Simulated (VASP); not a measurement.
Input:

```yaml
crystal:
  lattice:
    - [-1.39150, 1.39150, 1.39150]
    - [1.39150, -1.39150, 1.39150]
    - [1.39150, 1.39150, -1.39150]
  atoms:
    - { symbol: Fe, position: [0.00000, 0.00000, 0.00000], spin: 2.1 }
```

The numbers are results of PBEsol GGA, VASP's PBE PAW potentials (set 64) (plane waves; VASP 6.6.1), not measurements. Run with 480 eV cut-off, 16×16×16 Γ-centred mesh, first-order Methfessel-Paxton smearing of 0.10 eV, potentials Fe.

Each relaxation starts from this cell; other phases were not tried.

Q: The cell is relaxed at 15 GPa. What happens?

A: The volume per atom goes from 10.78 to 10.19 Å³ (-5.5 %), and the cell becomes a = 2.7312 Å, b = 2.7312 Å, c = 2.7312 Å, α = 90.00°, β = 90.00°, γ = 90.00°, space group Im-3m.

Q: The cell is relaxed at 20 GPa. What happens?

A: The volume per atom goes from 10.78 to 10.02 Å³ (-7.0 %), and the cell becomes a = b = c = 2.7161 Å, α = β = γ = 90.00°, space group Im-3m.

Failed runs are left out, and for metals the shear rows, which the mesh's noise covers.

The compound is Fe in the bcc structure. The spin order is the one that the start imposed; others were not tried in this run.
